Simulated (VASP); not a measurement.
# G0W0 gap of SnO2 (Cassiterite) against strain, part 3 of 5

Wanted: the deformation potential of the gap of SnO2 (Cassiterite), from G0W0. The cell is of the rutile type, one of the forms listed for this formula, which need not be the common one. The start is a cell from a database of measured crystal structures.

VASP 6.6.1, plane waves and PAW; the level of theory is named at each step.

So far, gap on the k-mesh (eV): step 4 (empty bands) 1.90.

## 5. G0W0

This step: G0W0 on r2SCAN; plane waves and PAW (Sn_d_GW, O_GW) (VASP 6.6.1).

One pass of GW corrects the levels to first order, with G and W from the starting orbitals.

The input, INCAR:

```
SYSTEM = SnO2
PREC = Accurate
ENCUT = 440
ISMEAR = 0
SIGMA = 0.01
LREAL = .FALSE.
METAGGA = R2SCAN
LASPH = .TRUE.
NBANDS = 216
ALGO = EVGW0
NELMGW = 1
ENCUTGW = 120
NOMEGA = 48
PRECFOCK = Fast
NBANDSGW = 40
LWAVE = .FALSE.
LCHARG = .FALSE.
```

The input, POSCAR:

```
SnO2
1.0
    4.7380000000      0.0000000000      0.0000000000
    0.0000000000      4.7380000000      0.0000000000
    0.0000000000      0.0000000000      3.1865000000
Sn O
2 4
Direct
    0.5000000000      0.5000000000      0.5000000000
    0.0000000000      0.0000000000      0.0000000000
    0.8053213668      0.1946786332      0.5000000000
    0.6946786332      0.6946786332      0.0000000000
    0.1946786332      0.8053213668      0.5000000000
    0.3053213668      0.3053213668      0.0000000000
```

The input, KPOINTS:

```
Automatic mesh
0
Gamma
4 4 4
0 0 0
```

PAW data sets: Sn_d_GW and O_GW (PBE family, release 64).

Launch:

```sh
$ mpirun -np 8 vasp_std
```

The log of the run:

```text
[banner, memory and clock lines left out]
running    8 mpi-ranks, on    1 nodes
 distrk:  each k-point on    8 cores,    1 groups
 distr:  one band on    1 cores,    8 groups

 POSCAR found type information on POSCAR SnO
 POSCAR found :  2 types and       6 ions
 [... a notice as in an earlier step ...]

 [... a notice as in an earlier step ...]

|                                                                             |
|           W    W    AA    RRRRR   N    N  II  N    N   GGGG   !!!           |
|           W    W   A  A   R    R  NN   N  II  NN   N  G    G  !!!           |
|           W    W  A    A  R    R  N N  N  II  N N  N  G       !!!           |
|           W WW W  AAAAAA  RRRRR   N  N N  II  N  N N  G  GGG   !            |
|           WW  WW  A    A  R   R   N   NN  II  N   NN  G    G                |
|           W    W  A    A  R    R  N    N  II  N    N   GGGG   !!!           |
|                                                                             |
|     The default for ENCUTGWSOFT is different in this version of VASP.       |
|     please manually set ENCUTGWSOFT =120 in the INCAR file.                 |
|                                                                             |

 LDA part: xc-table for (None), standard interpolation
 found WAVECAR, reading the header
 POSCAR, INCAR and KPOINTS ok, starting setup
 FFT: planning ... GRIDC
 FFT: planning ... GRID_SOFT
 FFT: planning ... GRID
 reading WAVECAR
 the WAVECAR file was read successfully
 initial charge from wavefunction
 available memory per node:     58.04 GB, setting MAXMEM to     59435

 The Fermi energy was updated, please check that it is located mid-gap
 values below the HOMO (VB) or above the LUMO (CB) will cause erroneous energies
 E-fermi :   4.8641

 calculate exact exchange contribution
 the WAVEDER file was read successfully
energies w=
    0.000    0.000    0.763    0.000    1.523    0.000    2.276    0.000
    3.021    0.000    3.756    0.000    4.479    0.000    5.188    0.000
    5.885    0.000    6.569    0.000    7.240    0.000    7.901    0.000
    8.552    0.000    9.195    0.000    9.833    0.000   10.467    0.000
   11.099    0.000   11.733    0.000   12.371    0.000   13.015    0.000
   13.670    0.000   14.339    0.000   15.025    0.000   15.732    0.000
   16.467    0.000   17.233    0.000   18.039    0.000   18.891    0.000
   19.797    0.000   20.770    0.000   21.820    0.000   22.965    0.000
   24.223    0.000   25.619    0.000   27.184    0.000   28.957    0.000
   30.991    0.000   33.358    0.000   36.153    0.000   39.513    0.000
   43.639    0.000   48.829    0.000   55.563    0.000   64.646    0.000
   77.550    0.000   97.288    0.000  131.125    0.000  202.230    0.000
 responsefunction array rank=     224
 LDA part: xc-table for (None), standard interpolation

 min. memory requirement per mpi rank    240.1 MB, per node   1920.7 MB

 allocating   6 responsefunctions rank=   224
 shmem allocating  48 responsefunctions rank=   224
 response function shared by NCSHMEM nodes    1
 Doing            6  frequencies on each core in blocks of           48
NQ=   1    0.0000    0.0000    0.0000,
|.........|.........|.........|.........|.........|.........|.........|.........
 performed        943000 updates of chi_q(r,r)
 total number of BLAS operations        317.16 Gflops
NQ=   2    0.2500    0.0000    0.0000,
|.........|.........|.........|.........|.........|.........|.........|.........
 performed       2473000 updates of chi_q(r,r)
 total number of BLAS operations        867.59 Gflops
NQ=   3    0.5000    0.0000    0.0000,
|.........|.........|.........|.........|.........|.........|.........|.........
 performed       3623000 updates of chi_q(r,r)
 total number of BLAS operations       1250.70 Gflops
NQ=   4    0.2500    0.2500    0.0000,
|.........|.........|.........|.........|.........|.........|.........|.........
 performed       4877000 updates of chi_q(r,r)
 total number of BLAS operations       1710.27 Gflops
NQ=   5    0.5000    0.2500    0.0000,
|.........|.........|.........|.........|.........|.........|.........|.........
 performed       6407000 updates of chi_q(r,r)
 total number of BLAS operations       2260.70 Gflops
NQ=   6    0.5000    0.5000    0.0000,
|.........|.........|.........|.........|.........|.........|.........|.........
 performed       7350000 updates of chi_q(r,r)
 total number of BLAS operations       2625.97 Gflops
NQ=   7    0.0000    0.0000    0.2500,
|.........|.........|.........|.........|.........|.........|.........|.........
 performed       8535000 updates of chi_q(r,r)
 total number of BLAS operations       3060.22 Gflops
NQ=   8    0.2500    0.0000    0.2500,
|.........|.........|.........|.........|.........|.........|.........|.........
 performed      10273000 updates of chi_q(r,r)
 total number of BLAS operations       3697.05 Gflops
NQ=   9    0.5000    0.0000    0.2500,
|.........|.........|.........|.........|.........|.........|.........|.........
 performed      11803000 updates of chi_q(r,r)
 total number of BLAS operations       4257.92 Gflops
NQ=  10    0.2500    0.2500    0.2500,
|.........|.........|.........|.........|.........|.........|.........|.........
 performed      13403000 updates of chi_q(r,r)
 total number of BLAS operations       4844.11 Gflops
NQ=  11    0.5000    0.2500    0.2500,
|.........|.........|.........|.........|.........|.........|.........|.........
 performed      15141000 updates of chi_q(r,r)
 total number of BLAS operations       5480.94 Gflops
NQ=  12    0.5000    0.5000    0.2500,
|.........|.........|.........|.........|.........|.........|.........|.........
 performed      16326000 updates of chi_q(r,r)
 total number of BLAS operations       5891.18 Gflops
NQ=  13    0.0000    0.0000    0.5000,
|.........|.........|.........|.........|.........|.........|.........|.........
 performed      17269000 updates of chi_q(r,r)
 total number of BLAS operations       6236.80 Gflops
NQ=  14    0.2500    0.0000    0.5000,
|.........|.........|.........|.........|.........|.........|.........|.........
 performed      18799000 updates of chi_q(r,r)
 total number of BLAS operations       6818.83 Gflops
NQ=  15    0.5000    0.0000    0.5000,
|.........|.........|.........|.........|.........|.........|.........|.........
 performed      19949000 updates of chi_q(r,r)
 total number of BLAS operations       7248.33 Gflops
NQ=  16    0.2500    0.2500    0.5000,
|.........|.........|.........|.........|.........|.........|.........|.........
 performed      21203000 updates of chi_q(r,r)
 total number of BLAS operations       7716.53 Gflops
NQ=  17    0.5000    0.2500    0.5000,
|.........|.........|.........|.........|.........|.........|.........|.........
 performed      22733000 updates of chi_q(r,r)
 total number of BLAS operations       8331.04 Gflops
NQ=  18    0.5000    0.5000    0.5000,
|.........|.........|.........|.........|.........|.........|.........|.........
 performed      23676000 updates of chi_q(r,r)
 total number of BLAS operations       8683.15 Gflops
 resolving degeneracies of screened two electron integrals

 calculate QP shifts <psi_nk| G(iteration)W_0 |psi_nk>: iteration 1
 entering main loop
```

It took 4.5 min on 8 MPI ranks of Intel Xeon 6975P-C (Granite Rapids), shared host; peak memory 2.2 GiB; 35 min of CPU time.

Parts of OUTCAR (step 5):

```text
   k-points           NKPTS =     18   k-points in BZ     NKDIM =     64   number of bands    NBANDS=    216

   NELECT =      52.0000    total number of electrons

 E-fermi :   4.8641

 QP shifts <psi_nk| G(iteration)W_0 |psi_nk>: iteration 1
 for sc-GW calculations column KS-energies equals QP-energies in previous step
 and V_xc(KS)=  KS-energies - (<T + V_ion + V_H > + <T+V_H+V_ion>^1  + <V_x>^1)
 k-point   1 :       0.0000    0.0000    0.0000
  band No.  KS-energies  QP-energies   sigma(KS)   V_xc(KS)     V^pw_x(r,r')   Z            occupation Imag(sigma)
    ...
     23       2.7004       2.3086     -20.6664     -20.1609     -24.8207       0.7750       2.0000       0.1011
     24       3.1269       2.7710     -20.6828     -20.2182     -25.3575       0.7661       2.0000       0.1115
     25       3.1269       2.7710     -20.6828     -20.2182     -25.3575       0.7661       2.0000       0.1115
     26       3.9162       3.5226     -21.0842     -20.5704     -26.0382       0.7661       2.0000       0.1124
     27       5.8120       6.6083     -13.6331     -14.5869     -10.3021       0.8348       0.0000      -0.0462
     28      10.8588      11.9826     -12.6630     -14.0429      -8.4294       0.8144       0.0000      -0.0791
     29      11.0146      11.5937     -10.2406     -10.9330      -6.0573       0.8364       0.0000      -0.0780
     30      11.0146      11.5937     -10.2406     -10.9330      -6.0573       0.8364       0.0000      -0.0780
    ...

 k-point   2 :       0.2500    0.0000    0.0000
  band No.  KS-energies  QP-energies   sigma(KS)   V_xc(KS)     V^pw_x(r,r')   Z            occupation Imag(sigma)
    ...
     23       2.7174       2.3331     -20.6787     -20.1832     -24.8306       0.7756       2.0000       0.1010
     24       2.7438       2.3753     -20.7063     -20.2311     -24.8513       0.7754       2.0000       0.1007
     25       3.1721       2.8038     -20.6928     -20.2126     -25.3846       0.7670       2.0000       0.1117
     26       3.6328       3.1958     -20.7116     -20.1405     -25.6017       0.7652       2.0000       0.1134
     27       7.0792       8.0537     -14.7346     -15.9178     -11.6765       0.8236       0.0000      -0.0472
     28      10.3651      11.4882     -13.4471     -14.8274      -9.4510       0.8137       0.0000      -0.0767
     29      11.2896      11.8903     -10.2370     -10.9567      -6.0841       0.8345       0.0000      -0.0786
     30      11.4835      12.1758     -10.4128     -11.2454      -6.1394       0.8315       0.0000      -0.0804
    ...

[... 8 parts as in an earlier step ...]

[... 7 further parts left out ...]
```

Numbers from this step:

```
quasiparticle gap on the mesh                 : 3.086 eV
smallest direct quasiparticle gap on the mesh : 3.086 eV
gap of the starting orbitals on the mesh      : 1.896 eV
```

GW takes the gap from 1.896 to 3.086 eV. Spin-orbit coupling is left out. The value holds for 216 bands, ENCUTGW = 120 eV and this mesh, and isn't shown to be converged in them.

## 6. Ground state of a strained cell, scale 0.98

This step: r2SCAN; plane waves and PAW (Sn_d_GW, O_GW) (VASP 6.6.1).

The two in-plane lattice vectors are scaled by 0.98, at the same cutoff, mesh and band count, and the chain is run again.

The input, INCAR:

```
SYSTEM = SnO2
PREC = Accurate
ENCUT = 440
EDIFF = 1E-08
NELM = 100
ISMEAR = 0
SIGMA = 0.01
LREAL = .FALSE.
ALGO = Normal
METAGGA = R2SCAN
LASPH = .TRUE.
NBANDS = 32
LORBIT = 11
LWAVE = .TRUE.
LCHARG = .FALSE.
KPAR = 8
```

POSCAR, as its differences from that of step 5:

```diff
@@ -2,4 +2,4 @@
 1.0
-    4.7380000000      0.0000000000      0.0000000000
-    0.0000000000      4.7380000000      0.0000000000
+    4.6432400000      0.0000000000      0.0000000000
+    0.0000000000      4.6432400000      0.0000000000
     0.0000000000      0.0000000000      3.1865000000
```

KPOINTS is that of step 5.

Launch:

```sh
$ mpirun -np 8 vasp_std
```

The log of the run:

```text
[banner, memory and clock lines left out]
running    8 mpi-ranks, on    1 nodes
 distrk:  each k-point on    1 cores,    8 groups
 distr:  one band on    1 cores,    1 groups

 POSCAR found type information on POSCAR SnO
 POSCAR found :  2 types and       6 ions
 [... a notice as in an earlier step ...]

 [... a notice as in an earlier step ...]

 LDA part: xc-table for (None), standard interpolation
 POSCAR, INCAR and KPOINTS ok, starting setup
 FFT: planning ... GRIDC
 FFT: planning ... GRID_SOFT
 FFT: planning ... GRID
 WAVECAR not read
 entering main loop
       N       E                     dE             d eps       ncg     rms          rms(c)
DAV:   1     0.515302500778E+03    0.51530E+03   -0.19765E+04  1816   0.990E+03
DAV:   2    -0.254131150721E+02   -0.54072E+03   -0.52299E+03  2296   0.168E+03
DAV:   3    -0.101339479490E+03   -0.75926E+02   -0.75479E+02  2304   0.344E+02
DAV:   4    -0.104056571931E+03   -0.27171E+01   -0.27113E+01  2008   0.514E+01
DAV:   5    -0.104166804045E+03   -0.11023E+00   -0.11012E+00  1832   0.154E+01    0.330E+01
DAV:   6    -0.842182665276E+02    0.19949E+02   -0.12569E+01  2040   0.332E+02    0.159E+01
DAV:   7    -0.846373846560E+02   -0.41912E+00   -0.65403E+00  2216   0.498E+01    0.128E+01
DAV:   8    -0.848156584566E+02   -0.17827E+00   -0.52379E-01  2272   0.237E+01    0.179E+01
DAV:   9    -0.846385474749E+02    0.17711E+00   -0.70823E-01  2000   0.409E+01    0.445E+00
DAV:  10    -0.846361448635E+02    0.24026E-02   -0.83593E-02  2128   0.371E+00    0.207E+00
DAV:  11    -0.846354454288E+02    0.69943E-03   -0.26723E-03  2240   0.140E+00    0.183E+00
DAV:  12    -0.846335541991E+02    0.18912E-02   -0.51627E-03  1992   0.378E+00    0.512E-01
DAV:  13    -0.846334751318E+02    0.79067E-04   -0.10458E-03  2232   0.379E-01    0.282E-01
DAV:  14    -0.846333854318E+02    0.89700E-04   -0.18491E-04  2240   0.538E-01    0.124E-01
DAV:  15    -0.846333710282E+02    0.14404E-04   -0.54363E-05  2224   0.248E-01    0.334E-03
DAV:  16    -0.846333714892E+02   -0.46099E-06   -0.41756E-06  1696   0.161E-02    0.233E-03
DAV:  17    -0.846333719502E+02   -0.46100E-06   -0.31844E-07  1584   0.804E-03    0.210E-03
DAV:  18    -0.846333721304E+02   -0.18015E-06   -0.15326E-08   992   0.695E-03    0.254E-03
DAV:  19    -0.846333722016E+02   -0.71186E-07   -0.52008E-09   928   0.517E-03    0.130E-03
DAV:  20    -0.846333722477E+02   -0.46147E-07   -0.13369E-08  1024   0.165E-03    0.778E-04
DAV:  21    -0.846333722539E+02   -0.62346E-08   -0.30301E-09   976   0.239E-03
   1 F= -.84633372E+02 E0= -.84633372E+02  d E =-.129903E-76
 writing wavefunctions
```

The job ended after 23 s (8 MPI ranks; peak memory 1.4 GiB).

From OUTCAR (step 6):

```text
   ENCUT  =  440.0 eV  32.34 Ry    5.69 a.u.   7.94  7.94  5.45*2*pi/ulx,y,z

   NELECT =      52.0000    total number of electrons

 E-fermi :   4.4543

 k-point     1 :       0.0000    0.0000    0.0000
  band No.  band energies     occupation
    ...
     22       3.0893      2.00000
     23       3.0893      2.00000
     24       3.5279      2.00000
     25       3.5279      2.00000
     26       4.3248      2.00000
     27       6.6690      0.00000
     28      11.4578      0.00000
     29      11.5149      0.00000
     30      11.5149      0.00000
     31      15.7827      0.00000
    ...

  Total        4.1011307      4.1011307      3.2748638      0.0000000      0.0000000      0.0000000
  in kB       95.6440605     95.6440605     76.3743692      0.0000000      0.0000000      0.0000000
  external PRESSURE =      89.2208301 kB  Pullay stress =       0.0000000 kB

 POSITION                                       TOTAL-FORCE (eV/Angst)
 -----------------------------------------------------------------------------------
      2.32162      2.32162      1.59325        -0.000000      0.000000     -0.000000
      0.00000      0.00000      0.00000        -0.000000      0.000000     -0.000000
      3.73930      0.90394      1.59325         0.020125     -0.020125     -0.000000
      3.22556      3.22556      0.00000        -0.020125     -0.020125      0.000000
      0.90394      3.73930      1.59325        -0.020125      0.020125     -0.000000
      1.41768      1.41768      0.00000         0.020125      0.020125     -0.000000
 -----------------------------------------------------------------------------------
    total drift:                                0.000000     -0.000000     -0.000000

  FREE ENERGIE OF THE ION-ELECTRON SYSTEM (eV)
  ---------------------------------------------------
  free  energy   TOTEN  =       -84.6333722539 eV

  energy  without entropy=      -84.6333722539  energy(sigma->0) =      -84.63337225

[... 5 parts as in an earlier step ...]

[... 11 further parts left out ...]
```

This step gave:

```
free energy (TOTEN)            : -84.6334 eV
Fermi energy                   : 4.454 eV
pressure                       : 8.922 GPa
gap on the k-mesh              : 2.344 eV
least direct gap on the k-mesh : 2.344 eV
```

The run ends at a pressure of 8.92 GPa, with forces up to 0.028 eV/Å.

## 7. Empty bands, scale 0.98

The empty bands are made again, for the run that follows.

The input, INCAR:

```
SYSTEM = SnO2
PREC = Accurate
ENCUT = 440
ISMEAR = 0
SIGMA = 0.01
LREAL = .FALSE.
METAGGA = R2SCAN
LASPH = .TRUE.
NBANDS = 216
ALGO = Exact
NELM = 1
LWAVE = .TRUE.
LCHARG = .FALSE.
LOPTICS = .TRUE.
NEDOS = 1000
CSHIFT = 0.1
```

POSCAR is that of step 6.

KPOINTS is that of step 6.

Launch:

```sh
$ mpirun -np 8 vasp_std
```

The log of the run:

```text
[... set-up lines as in an earlier step ...]
 entering main loop
       N       E                     dE             d eps       ncg     rms          rms(c)
DIA:   1    -0.846333722832E+02   -0.84633E+02    0.00000E+00     0   0.000E+00
   1 F= -.84633372E+02 E0= -.84633372E+02  d E =-.142297E-74
 writing wavefunctions
 optical routines
 imaginary and real dielectric function
 direction            1
 direction            2
 direction            3
```

Wall time 24 s (8 MPI ranks); peak memory 2.1 GiB; 2.7 min of CPU time.

Parts of OUTCAR (step 7):

```text
  Total        4.1008292      4.1008292      3.2745639      0.0000000      0.0000000      0.0000000
  in kB       95.6370297     95.6370297     76.3673751      0.0000000      0.0000000      0.0000000
  external PRESSURE =      89.2138115 kB  Pullay stress =       0.0000000 kB

 POSITION                                       TOTAL-FORCE (eV/Angst)
 -----------------------------------------------------------------------------------
      2.32162      2.32162      1.59325         0.000000      0.000000      0.000000
      0.00000      0.00000      0.00000         0.000000      0.000000      0.000000
      3.73930      0.90394      1.59325         0.020121     -0.020121      0.000000
      3.22556      3.22556      0.00000        -0.020121     -0.020121      0.000000
      0.90394      3.73930      1.59325        -0.020121      0.020121      0.000000
      1.41768      1.41768      0.00000         0.020121      0.020121      0.000000
 -----------------------------------------------------------------------------------
    total drift:                                0.000000     -0.000000     -0.000000

  FREE ENERGIE OF THE ION-ELECTRON SYSTEM (eV)
  ---------------------------------------------------
  free  energy   TOTEN  =       -84.6333722832 eV

  energy  without entropy=      -84.6333722832  energy(sigma->0) =      -84.63337228

[... 2 parts as in an earlier step ...]

[... 1 further part left out ...]
[key lines of the parts left out:]
E-fermi :   4.4525
```

[end of part 3 of 5]

[Lines on the potential files, build, host, timing and source positions are cut from VASP's logs without a mark.]

[Logs are printed without paths, hosts, clocks, repeated set-up lines and the standing remarks that a program may print on its own settings, such as how far it seeks lower states.]

[Hosts, paths, dates, database ids (printed as entryN), source tags and the programs' standing remarks are cut or masked in the printed files.]

[Pressures printed for these runs are not shown converged in the cutoff: they can be off by several GPa and have the wrong sign.]

[In band tables of VASP the shares of atoms and orbitals are scaled to a sum of 1 inside the atoms' spheres.]
